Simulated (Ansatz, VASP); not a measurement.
# HfC in two plane-wave programs

Aim: how closely do two programs agree when they are given the same cell, functional and k mesh? The cell is taken from a series of runs on this material, whose earlier steps may have relaxed, scaled, displaced or heated it; both programs get it as it stands.

Program: Ansatz 0.2.0. Level of theory: plane waves, with VASP 6.6.1 beside it; zone-centre phonons at LDA. Results are calculated unless marked as measured.

**1. Set-up**

It takes space group R-3m (No. 166, trigonal). Conventional cell: a = 3.330 Å, b = 3.330 Å, c = 7.783 Å, α = 90.00°, β = 90.00°, γ = 120.00°. Nearest to C lie 6 Hf at 2.32 Å. Nearest to Hf lie 6 C at 2.32 Å. Farther neighbours are not listed.

**2. Ansatz: zone-centre phonons, LDA**

Ansatz runs on its PAW soft_1 files.

Second derivatives magnify differences that forces hide, and they need a tight electronic threshold.

File input.yaml:

```yaml
crystal:
  lattice:
    - [-0.0720607413, 2.2829030354, 2.2829030354]
    - [2.2829030354, -0.0720607413, 2.2829030354]
    - [2.2829030354, 2.2829030354, -0.0720607413]
  atoms:
    - { symbol: C, position: [0.0, 0.0, 0.0] }
    - { symbol: Hf, position: [0.5, 0.5, 0.5] }
kpoints:
  mp_grid: { grid: [16, 16, 16] }
hamiltonian:
  xc: lda
  pseudopotentials: { kind: paw, azcp: { folder: soft_1 }, xc_functional: pbe }
scf:
  occupations: { method: methfessel_paxton, width: 0.2 }
output:
  eigenvalues: true
phonons:
  method: dfpt
```

Started as:

```sh
$ ansatz run input.yaml --threads 4 --pin off --max-ram 10240MiB --backend cpu --events-out ev --progress --plain --runs-dir out
```

Numbers of over 12 decimals in the logs are rounded to 6 here.

Output:

```text
Engine: ansatz 0.2.0, aarch64-unknown-linux-gnu
Pseudopotentials: kind: paw
Pseudopotential: C, paw, valence charge 4, recommended cutoff 420 eV (normal), soft_1/C.paw.azcp
Pseudopotential: Hf, paw, valence charge 26, recommended cutoff 420 eV (normal), soft_1/Hf.paw.azcp
Functional definition: SPW92
  exchange = slater_x
  correlation = pw_c
Crystal: 2 atoms, lattice volume = 24.922 Å³
Basis set: ecut = 420 eV, 513 PW (Γ), exchange–correlation on 48×48×48 points (8 copies of the dense FFT grid, shifted against one another)
Bands: 19, of which v1, the nominal top of the filled ones, is band 15 counted from 1 (14 counted from 0)
Symmetry: 12 space group operations
k-points: 1098 of 4096 (irreducible under 2 space group operations, time reversal used)
Non-local potential: C, projectors of the file, l = 0: 2, l = 1: 2, l = 2: 1
Non-local potential: Hf, projectors of the file, l = 0: 3, l = 1: 2, l = 2: 2, l = 3: 3
PAW form: soft (Blöchl's): semilocal exchange-correlation on the pseudo side does not see the compensation charge
PAW frozen core: C, regenerated for the run's functional, and the local potential with it (the file was generated under x = pbe(κ = 0.804, μ = 0.219515), c = pbe(β = 0.066725))
PAW frozen core: Hf, regenerated for the run's functional, and the local potential with it (the file was generated under x = pbe(κ = 0.804, μ = 0.219515), c = pbe(β = 0.066725))
PAW one-centre angular grid: C, 110 points (default); XC on 64 Gauss nodes
PAW one-centre angular grid: Hf, 590 points (default); XC on 64 Gauss nodes
Initial density: superposition of atomic densities (chi_scale 0.1, normalization cell, long waves kept (reshape's long-wave potential 0.00 eV rms))
Initial wavefunctions: pseudopotential atomic-orbital guess
Functional: x = slater, c = lda
SCF iter   1: F=—  HF=-15723.050622 eV  |F-HF|=—  |Δ(HF+E_count)|=         —  Δρ=8.72e-2  dr2=2.61e0  ethr=3.10e-3  ⟨swp⟩=4.8  Hψ=89440  notcnv=0
preconditioner: auto → Kerker (q_TF=auto, 2.814 Å⁻¹)  [metal: Δε(μ)=0.039 eV  Ē_g=17.635 eV  σ=0.200 eV  W_gap=0.16  n_scr=14 (ndim 8)  ℏωp=39.4 eV  f_vac=0.000  D(μ)=0.17/eV (n_scr^D=0)]
SCF iter   2: F=—  HF=-15722.505217 eV  |F-HF|=—  |Δ(HF+E_count)|=   5.45e-1  S|Δr|=    0.00e0  Δρ=3.15e-2  dr2=2.43e-1  ethr=3.10e-3  ⟨swp⟩=2.1  Hψ=36163  notcnv=0
SCF iter   3: F=—  HF=-15722.450704 eV  |F-HF|=—  |Δ(HF+E_count)|=   5.45e-2  S|Δr|=    0.00e0  Δρ=1.39e-2  dr2=3.07e-2  ethr=8.09e-4  ⟨swp⟩=2.0  Hψ=36500  notcnv=0
SCF iter   4: F=—  HF=-15722.442758 eV  |F-HF|=—  |Δ(HF+E_count)|=   7.95e-3  S|Δr|=    0.00e0  Δρ=7.71e-3  dr2=7.30e-3  ethr=1.02e-4  ⟨swp⟩=2.0  Hψ=36993  notcnv=0
SCF iter   5: F=—  HF=-15722.442030 eV  |F-HF|=—  |Δ(HF+E_count)|=   7.27e-4  S|Δr|=    0.00e0  Δρ=1.54e-3  dr2=3.14e-4  ethr=2.43e-5  ⟨swp⟩=2.1  Hψ=31762  notcnv=0
SCF iter   6: F=—  HF=-15722.441957 eV  |F-HF|=—  |Δ(HF+E_count)|=   7.35e-5  S|Δr|=    0.00e0  Δρ=2.76e-4  dr2=1.91e-5  ethr=1.05e-6  ⟨swp⟩=2.9  Hψ=37720  notcnv=0
SCF iter   7: F=—  HF=-15722.441963 eV  |F-HF|=—  |Δ(HF+E_count)|=   5.73e-6  S|Δr|=    0.00e0  Δρ=7.50e-5  dr2=1.03e-6  ethr=6.36e-8  ⟨swp⟩=2.2  Hψ=37911  notcnv=0
SCF iter   8: F=—  HF=-15722.441962 eV  |F-HF|=—  |Δ(HF+E_count)|=   8.34e-7  S|Δr|=    0.00e0  Δρ=1.44e-5  dr2=2.74e-8  ethr=3.44e-9  ⟨swp⟩=2.4  Hψ=36588  notcnv=0
SCF iter   9: F=—  HF=-15722.441962 eV  |F-HF|=—  |Δ(HF+E_count)|=   1.56e-8  S|Δr|=    0.00e0  Δρ=2.79e-6  dr2=9.88e-10  ethr=9.12e-11  ⟨swp⟩=2.7  Hψ=40122  notcnv=0
SCF iter  10: F=—  HF=-15722.441962 eV  |F-HF|=—  |Δ(HF+E_count)|=   1.98e-9  S|Δr|=    0.00e0  Δρ=4.41e-7  dr2=3.70e-11  ethr=3.29e-12  ⟨swp⟩=3.1  Hψ=42989  notcnv=0
SCF iter  11: F=-15722.441962 eV  HF=-15722.441962 eV  |F-HF|=1.09e-11  |Δ(HF+E_count)|=  1.46e-11  S|Δr|=    0.00e0  Δρ=4.89e-8  dr2=5.91e-13  ethr=1.00e-12  ⟨swp⟩=7.5  Hψ=122345  notcnv=0
SCF 1 converged in 11 iterations: F = -15722.441962 eV  dr2 = 5.91e-13
  Residual-converged pass: ⟨swp⟩=1.0  Hψ=25261  notcnv=0  max |occ|·‖R‖ = 7.1e-9 eV (tolerance 1.0e-8 eV)  dr2=5.91e-13  dr2_onsite=4.20e-13  max |Δocc| = 2.3e-11
  greatest PAW one-centre occupation: 0.998 electrons in one spin orbital (limit 2), on the Hf atom at site 1 (counted from 0), in its partial waves of l = 3
DFPT response loops at Γ: preconditioner auto → Kerker (q_TF=auto, 2.814 Å⁻¹) (partly filled bands, converged f_vac=0.000); β = 1.00, the filter's whole step (`scf.mixing.beta` (0.50) is not read by the response loops under this deck's `scf.mixing.preconditioner`; to damp them name `kerker` or `kerker_dos`, under which they read `scf.mixing.beta`, and type it under 1.00, their step now; both keys bind the ground state too); Broyden in place of MSR1
SCF converged after 11 iterations
Stability not checked: this state was not tested for a lower state beside it, because cold or Methfessel-Paxton smearing, or corrected tetrahedra, fill the levels in a way that the test cannot read (fill_not_monotonic; see scf.lower_state_search)
Free energy (F): -15722.441962 eV
Harris-Foulkes:  -15722.441962 eV  (|F-HF|=1.09e-11)
Internal energy: -15722.442754 eV  (E = F + TS)
E sigma→0 (E₀):  -15722.442160 eV
Entropy (-TS):   0.000792 eV (0.396 meV/atom)
Fermi energy:    18.429615 eV
--- Per-component energies (eV) ---
  E_band       = 60.641165
  E_kinetic    = 493.888720
  E_local      = -6219.714962  (includes V_loc(G=0)·N_el)
  E_nonlocal   = 99.057389
  E_hartree    = 3039.271797
  E_xc         = -311.808264
  E_vxc        = -313.739812  (∫ρ·V_xc dr)
  E_paw        = -7547.833559  (= ΣΔE_a)
  E_vpaw       = -77.393825  (= ΣTr[D̂ρ^β])
  E_aug_tail   = 0.000106  (compensation charges beyond the density's cutoff)
  E_ewald      = -5277.823902
  E_core_change = 2.519920  (= ΣΔE_core)
  E_smearing   = 0.000792  (= −TS)
  E_closure    = 0.000000  (closes the sum)
  Σ components = -15722.441962   (vs F -15722.441962, Δ=0.00e0)
--- Band table (eV; the first three rows and the last of 1098) ---
  k-point 0: bands = [... 11 lower, 7.4048, 19.3886, 19.3886, 19.4357, 19.4357, 19.6736, 20.1121, 21.7552]
  k-point 1: bands = [... 11 lower, 7.4046, 18.5423, 18.7715, 19.1270, 19.7609, 20.0424, 20.3706, 22.2433]
  k-point 2: bands = [... 11 lower, 7.4049, 17.5024, 17.9618, 18.3353, 20.0908, 20.4406, 20.7720, 23.3018]
  k-point 1097: bands = [... 11 lower, 10.3510, 12.2710, 15.0790, 15.0790, 23.8801, 23.8801, 24.2647, 24.8562]
--- Phonons (Γ-DFPT): 2 representative perturbations + reference, on 1098 of 4096 k-points (Σ response iterations 7) ---
  k mesh reduced under 2 symmetry operations, with k and −k counted as one. Each operation leaves every solved perturbation unchanged. A smaller set is not used because it would not reduce the number of displacements times k-points to solve
  ASR residual: 1.256e-5 → 0.000e0 eV/Å²; symmetrization residual: 7.048e-7 eV/Å²
  ASR residual per site (eV/Å²): 1.12e-5 1.26e-5
  Γ frequencies (cm⁻¹): 0.00 0.00 0.00 394.02 435.10 435.10
  non-analytic LO–TO correction: not included (Born effective charges unavailable; polar crystals: no LO–TO splitting at Γ)
```

**3. VASP: zone-centre phonons, LDA**

The same cell, functional (in two slightly different forms), mesh and smearing now go to VASP, with its own data sets.

Lines of VASP's logs that name or quote its potential files are left out, and so is its time.

File INCAR:

```
SYSTEM = HfC
PREC = Accurate
ENCUT = 600
EDIFF = 1E-08
NELM = 120
ISMEAR = 1
SIGMA = 0.2
LREAL = .FALSE.
ALGO = Normal
GGA = CA
NBANDS = 13
LASPH = .TRUE.
LORBIT = 11
LWAVE = .FALSE.
LCHARG = .FALSE.
ISIF = 2
IBRION = 8
GGA_COMPAT = .FALSE.
KPAR = 2
```

File POSCAR:

```
HfC
1.0
   -0.0720607413      2.2829030354      2.2829030354
    2.2829030354     -0.0720607413      2.2829030354
    2.2829030354      2.2829030354     -0.0720607413
C Hf
1 1
Direct
    0.0000000000      0.0000000000      0.0000000000
    0.5000000000      0.5000000000      0.5000000000
```

File KPOINTS:

```
Automatic mesh
0
Gamma
16 16 16
0 0 0
```

Potentials, in the order of the species: C and Hf_pv (LDA family, release 64).

Started as:

```sh
$ mpirun -np 2 vasp_std
```

Output:

```text
[banner, memory and clock lines left out]
running    2 mpi-ranks, on    1 nodes
 distrk:  each k-point on    1 cores,    2 groups
 distr:  one band on    1 cores,    1 groups

 POSCAR found type information on POSCAR C Hf
 POSCAR found :  2 types and       2 ions
 LDA part: xc-table for (Slater(with rela. corr.)+CA(PZ))
 , standard interpolation
 POSCAR, INCAR and KPOINTS ok, starting setup
 FFT: planning ... GRIDC
 FFT: planning ... GRID_SOFT
 FFT: planning ... GRID
 WAVECAR not read
 entering main loop
       N       E                     dE             d eps       ncg     rms          rms(c)
DAV:   1     0.236828786308E+02    0.23683E+02   -0.85392E+03 10858   0.118E+03
DAV:   2    -0.242430002053E+02   -0.47926E+02   -0.44903E+02 13775   0.220E+02
DAV:   3    -0.259879334620E+02   -0.17449E+01   -0.17353E+01 13612   0.298E+01
DAV:   4    -0.259984785477E+02   -0.10545E-01   -0.10540E-01 12134   0.276E+00
DAV:   5    -0.259985565630E+02   -0.78015E-04   -0.78013E-04 13683   0.216E-01    0.587E+01
DAV:   6    -0.229421632387E+02    0.30564E+01   -0.14262E+01 12557   0.197E+01    0.421E+01
DAV:   7    -0.228538722588E+02    0.88291E-01   -0.67842E-01 12510   0.565E+00    0.252E+01
DAV:   8    -0.228372415897E+02    0.16631E-01   -0.84263E-02 13302   0.219E+00    0.635E+00
DAV:   9    -0.228294389049E+02    0.78027E-02   -0.34884E-02 12957   0.995E-01    0.196E+00
DAV:  10    -0.228289227017E+02    0.51620E-03   -0.20828E-03 13017   0.329E-01    0.624E-02
DAV:  11    -0.228289211400E+02    0.15618E-05   -0.92944E-05 12857   0.850E-02    0.652E-02
DAV:  12    -0.228289208908E+02    0.24916E-06   -0.22661E-06 13699   0.124E-02    0.345E-02
DAV:  13    -0.228289205462E+02    0.34462E-06   -0.84316E-07 13157   0.496E-03    0.182E-03
DAV:  14    -0.228289205441E+02    0.20882E-08   -0.34321E-08 12632   0.154E-03
   1 F= -.22828921E+02 E0= -.22829186E+02  d E =0.795222E-03
 Linear response reoptimize wavefunctions to high precision
DAV:   1    -0.228289205438E+02    0.34561E-09   -0.70091E-10  9275   0.247E-04
DAV:   2    -0.228289205438E+02   -0.59117E-11   -0.90521E-11  6726   0.886E-05
 Linear response DOF=           2
 Linear response progress:
  Degree of freedom:   1/  2
       N       E                     dE             d eps       ncg     rms          rms(c)
RMM:   1    -0.122281838559E+00   -0.12228E+00    0.24349E-02 63261   0.191E+00
RMM:   2    -0.117951586919E+00    0.43303E-02   -0.34487E-03 45748   0.357E-01    0.424E-01
RMM:   3    -0.118285818778E+00   -0.33423E-03   -0.68290E-04 42102   0.149E-01    0.219E-01
RMM:   4    -0.119199376033E+00   -0.91356E-03   -0.41524E-04 42838   0.111E-01    0.363E-02
RMM:   5    -0.119193339036E+00    0.60370E-05   -0.11249E-05 47359   0.246E-02    0.108E-02
RMM:   6    -0.119192308135E+00    0.10309E-05   -0.42750E-07 51198   0.429E-03    0.495E-03
RMM:   7    -0.119180832005E+00    0.11476E-04   -0.97571E-08 50137   0.209E-03    0.304E-03
RMM:   8    -0.119184605106E+00   -0.37731E-05   -0.11929E-08 52332   0.756E-04    0.315E-04
RMM:   9    -0.119183850527E+00    0.75458E-06    0.59127E-09 55531   0.149E-04    0.249E-04
RMM:  10    -0.119183851246E+00   -0.71887E-09   -0.12994E-08 55873   0.351E-05    0.555E-05
 first order change of Fermi-energy  -0.63694E-03
 force on displaced ion       1 direction 1 :  -7.344   0.476   0.476
 Linear response progress:
  Degree of freedom:   2/  2
       N       E                     dE             d eps       ncg     rms          rms(c)
RMM:   1    -0.213143073989E+00   -0.21314E+00    0.37065E+00 31507   0.118E+01
RMM:   2    -0.209893454562E+00    0.32496E-02   -0.30721E-02 44020   0.127E+00    0.543E-01
RMM:   3    -0.209236333636E+00    0.65712E-03   -0.10010E-03 55419   0.151E-01    0.211E-01
RMM:   4    -0.208784216185E+00    0.45212E-03   -0.82111E-05 60164   0.507E-02    0.139E-01
RMM:   5    -0.208364388169E+00    0.41983E-03   -0.32333E-05 59969   0.359E-02    0.137E-02
RMM:   6    -0.208357033147E+00    0.73550E-05   -0.24355E-06 60548   0.101E-02    0.562E-03
RMM:   7    -0.208368556853E+00   -0.11524E-04   -0.10002E-06 64414   0.267E-03    0.619E-03
RMM:   8    -0.208369912222E+00   -0.13554E-05   -0.30329E-06 63815   0.620E-04    0.817E-04
RMM:   9    -0.208370112327E+00   -0.20011E-06   -0.20622E-06 67333   0.269E-04    0.103E-04
RMM:  10    -0.208370386353E+00   -0.27403E-06   -0.13121E-06 65015   0.941E-05    0.108E-04
RMM:  11    -0.208370435016E+00   -0.48662E-07   -0.66113E-07 69722   0.376E-05    0.104E-04
RMM:  12    -0.208370446936E+00   -0.11920E-07   -0.34719E-07 64084   0.186E-05    0.193E-05
RMM:  13    -0.208370456085E+00   -0.91494E-08   -0.19180E-07 59086   0.105E-05    0.540E-06
RMM:  14    -0.208370454264E+00    0.18212E-08   -0.11040E-07 47348   0.685E-06    0.937E-06
RMM:  15    -0.208370457141E+00   -0.28767E-08   -0.58248E-08 44545   0.515E-06    0.414E-06
 first order change of Fermi-energy   0.77480E-03
 force on displaced ion       2 direction 1 :  -7.346   0.476   0.476
 Linear response finished
```

Parts of OUTCAR (step 3):

```text
ion  position               nearest neighbor table
   1  0.000  0.000  0.000-   2 2.32   2 2.32   2 2.32   2 2.32   2 2.32   2 2.32
   2  0.500  0.500  0.500-   1 2.32   1 2.32   1 2.32   1 2.32   1 2.32   1 2.32

  LATTYP: Found a trigonal (rhomboedric) cell.
 ALAT       =     3.2293165358
 COS(alpha) =     0.4682013508

 Subroutine GETGRP returns: Found 12 space group operations
 (whereof 12 operations were pure point group operations)

The static configuration has the point symmetry D_3d.

 Found    417 irreducible k-points:

   k-points           NKPTS =    417   k-points in BZ     NKDIM =    417   number of bands    NBANDS=     13

   dimension x,y,z NGX =    28 NGY =   28 NGZ =   28
   dimension x,y,z NGXF=    56 NGYF=   56 NGZF=   56

   ENCUT  =  600.0 eV  44.10 Ry    6.64 a.u.   6.45  6.45  6.45*2*pi/ulx,y,z

   NELECT =      14.0000    total number of electrons

 k-points in reciprocal lattice and weights: Automatic mesh
   0.00000000  0.00000000  0.00000000       0.000
   0.06250000  0.00000000  0.00000000       0.001
   0.12500000  0.00000000  0.00000000       0.001
   0.18750000  0.00000000  0.00000000       0.001
   0.25000000  0.00000000  0.00000000       0.001
   0.31250000  0.00000000 -0.00000000       0.001
   0.37500000  0.00000000  0.00000000       0.001
   0.43750000  0.00000000  0.00000000       0.001
   0.50000000  0.00000000  0.00000000       0.001
[...]
-0.43750000  0.50000000  0.43750000       0.001
   0.50000000  0.50000000  0.50000000       0.000

 average (electrostatic) potential at core
       1 -51.8590       2 -35.6689

  Total       -1.5226230     -1.5226230     -1.5226230      0.7788873      0.7788873      0.7788873
  in kB      -97.8872296    -97.8872296    -97.8872296     50.0735413     50.0735413     50.0735413
  external PRESSURE =     -97.8872296 kB  Pullay stress =       0.0000000 kB

  energy-cutoff  :      600.00
  volume of cell :       24.92
      direct lattice vectors                 reciprocal lattice vectors
    -0.072060741  2.282903035  2.282903035    -0.208912813  0.215722169  0.215722169
     2.282903035 -0.072060741  2.282903035     0.215722169 -0.208912813  0.215722169
     2.282903035  2.282903035 -0.072060741     0.215722169  0.215722169 -0.208912813

 POSITION                                       TOTAL-FORCE (eV/Angst)
 -----------------------------------------------------------------------------------
      0.00000      0.00000      0.00000        -0.000000      0.000000     -0.000000
      2.24687      2.24687      2.24687         0.000000     -0.000000      0.000000
 -----------------------------------------------------------------------------------
    total drift:                                0.000000      0.000000      0.000000

 Eigenvectors and eigenvalues of the dynamical matrix
 ----------------------------------------------------

   1 f  =   13.031986 THz    81.882382 2PiTHz  434.700255 cm-1    53.895938 meV
             X         Y         Z           dx          dy          dz
      0.000000  0.000000  0.000000    -0.342970   -0.445155    0.788125
      2.246873  2.246873  2.246873     0.088982    0.115494   -0.204476

   2 f  =   13.031986 THz    81.882382 2PiTHz  434.700255 cm-1    53.895938 meV
             X         Y         Z           dx          dy          dz
      0.000000  0.000000  0.000000     0.712035   -0.653038   -0.058996
      2.246873  2.246873  2.246873    -0.184734    0.169428    0.015306

   3 f  =   11.781358 THz    74.024459 2PiTHz  392.983818 cm-1    48.723762 meV
             X         Y         Z           dx          dy          dz
      0.000000  0.000000  0.000000    -0.558844   -0.558844   -0.558844
      2.246873  2.246873  2.246873     0.145005    0.145005    0.145005

   4 f/i=    0.000469 THz     0.002945 2PiTHz    0.015633 cm-1     0.001938 meV
             X         Y         Z           dx          dy          dz
      0.000000  0.000000  0.000000     0.111391    0.093394   -0.204785
      2.246873  2.246873  2.246873     0.429341    0.359974   -0.789315

   5 f/i=    0.000469 THz     0.002945 2PiTHz    0.015633 cm-1     0.001938 meV
             X         Y         Z           dx          dy          dz
      0.000000  0.000000  0.000000    -0.172153    0.182544   -0.010390
      2.246873  2.246873  2.246873    -0.663542    0.703591   -0.040049

   6 f/i=    0.000721 THz     0.004532 2PiTHz    0.024058 cm-1     0.002983 meV
             X         Y         Z           dx          dy          dz
      0.000000  0.000000  0.000000     0.145005    0.145005    0.145005
      2.246873  2.246873  2.246873     0.558844    0.558844    0.558844

 ELASTIC MODULI CONTR FROM IONIC RELAXATION (kBar)
 Direction    XX          YY          ZZ          XY          YZ          ZX
 --------------------------------------------------------------------------------
 XX           0.0000      0.0000      0.0000      0.0000      0.0000      0.0000
 YY           0.0000      0.0000      0.0000      0.0000      0.0000      0.0000
 ZZ           0.0000      0.0000      0.0000      0.0000      0.0000      0.0000
 XY           0.0000      0.0000      0.0000      0.0000      0.0000      0.0000
 YZ           0.0000      0.0000      0.0000      0.0000      0.0000      0.0000
 ZX           0.0000      0.0000      0.0000      0.0000      0.0000      0.0000
 --------------------------------------------------------------------------------
```

**4. Differences**

Known differences besides the potentials themselves: the two LDA forms differ slightly; the data sets hold 30 valence electrons in Ansatz (on its PAW soft_1 files) and 14 in VASP; the cutoff is 420 eV in Ansatz and 600 eV in VASP; VASP's log shows a relativistic correction to its local exchange, Ansatz's none. Total energies have different zeros and are not compared.

The two programs side by side:

| quantity | Ansatz | VASP | difference |
| --- | --- | --- | --- |
| optical mode 1 (cm⁻¹) | 394.0 | 393.0 | +0.26 % |
| optical mode 2 to 3 (cm⁻¹) | 435.1 | 434.7 | +0.09 % |

Modes are paired by rising frequency, not by their patterns, so a pair may set unlike modes beside each other; they are those without the splitting of longitudinal modes.

**5. Results**

| Quantity | Value |
| --- | --- |
| r.m.s. difference of the optical zone-centre modes, each program's sorted by frequency (zone-centre phonons, LDA) | 0.68 cm⁻¹ |

The r.m.s. difference of the optical zone-centre modes, each program's sorted by frequency is 0.68 cm⁻¹ (zone-centre phonons, LDA). The data sets hold unlike numbers of valence electrons (30 in Ansatz and 14 in VASP), so part of the differences comes from the potentials. Such differences can come from data sets, numerical settings and the points named under the comparisons, not from the functional's error against experiment.

[Lines on the potential files, build, host, timing and source positions are cut from VASP's logs without a mark.]

[Logs are printed without paths, hosts, clocks, repeated set-up lines and the standing remarks that a program may print on its own settings, such as how far it seeks lower states.]

[Hosts, paths, dates, database ids (printed as entryN), source tags and the programs' standing remarks are cut or masked in the printed files.]
